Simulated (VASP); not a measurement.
A convergence study with VASP on SrO (space group Fm-3m): one setting is varied, all else stays as given below, so the limit is that of these other settings.

```
CELL_PARAMETERS angstrom
      0.00000     2.56710     2.56710
      2.56710     0.00000     2.56710
      2.56710     2.56710     0.00000
ATOMIC_POSITIONS crystal
  Sr 0.00000 0.00000 0.00000
  O  0.50000 0.50000 0.50000
```

These are PBEsol GGA, VASP's PBE PAW potentials (set 64) (plane waves; VASP) values and carry that method's errors. The tightest run used: 600 eV cut-off, 8×8×8 Γ-centred mesh, Gaussian smearing of 0.010 eV, potentials Sr_sv O.

Question: The settings run are ENCUT = 200; ENCUT = 240; ENCUT = 280; ENCUT = 340; ENCUT = 400; ENCUT = 480; ENCUT = 600. From which on does the mean ε∞ stay within 0.05  of the tightest run?

Answer: From ENCUT = 280 on: it is off by 0.04 there and by no more than 0.05 in any finer run, while ENCUT = 240 is off by 0.13.
| setting | mean ε∞ | plane waves | difference judged () |
|---|---|---|---|
| ENCUT = 200 | 3.76 | 229 | 0.13 |
| ENCUT = 240 | 3.76 | 302 | 0.13 |
| ENCUT = 280 | 3.85 | 370 | 0.04 |
| ENCUT = 340 | 3.85 | 531 | 0.03 |
| ENCUT = 400 | 3.88 | 636 | 0.01 |
| ENCUT = 480 | 3.89 | 869 | 0.00 |
| ENCUT = 600 | 3.89 | 1158 | 0.00 |

Left out are rungs that failed or repeat a setting and relaxations that didn't move; long series are thinned to 24 rows.

The structure is a typed SrO crystal (space group no. 225). The cell was not relaxed at this level.
